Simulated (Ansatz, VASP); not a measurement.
# AlSn in VASP and in Ansatz

Contents of INCAR:

```
SYSTEM = AlSn
ALGO     = Fast           ! electronic algorithm
EDIFF    = 1E-6           ! SCF threshold, eV
EDIFFG   = -0.01          ! ionic threshold
ENCUT    = 600            ! plane-wave cutoff, eV
GGA      = RP             ! functional
IBRION   = 2              ! ionic algorithm
ISIF     = 3              ! what is computed and relaxed
ISMEAR   = -1             ! smearing method
LASPH    = .TRUE.         ! aspherical terms in the spheres
LCHARG   = .FALSE.        ! write CHGCAR
LREAL    = .FALSE.        ! projectors in reciprocal space
LWAVE    = .FALSE.        ! write WAVECAR
NELM     = 100            ! most SCF steps
NSW      = 60             ! ionic steps
PREC     = Accurate       ! precision mode
SIGMA    = 0.05           ! smearing width, eV
```

File KPOINTS:

```
k-points
0
G
  7 7 8
  0 0 0
```

Contents of POSCAR:

```
AlSn
1.0
    4.1981056157      0.0000000000      0.0000000000
   -2.0990528078      3.6356661109      0.0000000000
    0.0000000000      0.0000000000      3.3068470000
Sn Al
1 1
Direct
    0.3333333333      0.6666666667      0.5000000000
    0.0000000000      0.0000000000      0.0000000000
```

Contents of input.yaml:

```yaml
crystal:
  lattice:
    - [4.1981056157, 0.0, 0.0]
    - [-2.0990528078, 3.6356661109, 0.0]
    - [0.0, 0.0, 3.306847]
  atoms:
    - { symbol: Sn, position: [0.3333333333, 0.6666666667, 0.5] }
    - { symbol: Al, position: [0.0, 0.0, 0.0] }
hamiltonian:
  xc: rpbe
  pseudopotentials: { kind: paw }
kpoints:
  mp_grid: { grid: [7, 7, 8] }
scf:
  occupations: { method: fermi_dirac, width: 0.05 }
output:
  forces: true
  stress: true
  eigenvalues: true
  write_density: true
  write_potential: true
  elf: true
  volumetric_format: npy
relax:
  f_tol: 0.01
  max_steps: 40
  cell: { stress_tol: 0.05 }
```

The cell comes from a database or a generator and needn't be the stable form of this composition.

Alike in both runs: task relaxation of cell and atoms; functional RPBE; k mesh 7 × 7 × 8; occupations fermi-dirac, width 0.05 eV; no spin polarisation.

|  | VASP | Ansatz |
| --- | --- | --- |
| version | VASP 6.6.1 | Ansatz 0.2.0 |
| potentials or method | VASP PAW PBE potentials, release 64 (Sn_d, Al) | Ansatz PAW |
| plane-wave cutoff (eV) | 600 | 420 |
| valence electrons in the cell | 17 | 17 |

VASP gave:

| Item | Value |
| --- | --- |
| gap on the k mesh at the Fermi level, each at its own relaxed structure (eV) | none |
| relaxed volume (Å³/atom) | 25.95 |
| relaxed cell length with the largest relative difference (Å) | 4.238 |
| energy change over the relaxation (meV/atom) | -3 |

Question: Estimate Ansatz's values.

Answer: gap on the k mesh at the Fermi level, each at its own relaxed structure (eV): none; relaxed volume (Å³/atom): 26.01; relaxed cell length with the largest relative difference (Å): 4.243; energy change over the relaxation (meV/atom): -3.

A gap of «none» marks a metal or a gap that the smearing closes.

Caveats: the PAW data sets were made with another functional, which shifts forces and pressure a little (VASP); the plane-wave basis is chosen anew once the cell has moved, so the energies of steps on either side of that aren't comparable (Ansatz); the PAW data sets come from PBE, with cores solved anew for the run's functional, which leaves a small shift of forces and pressure (Ansatz).
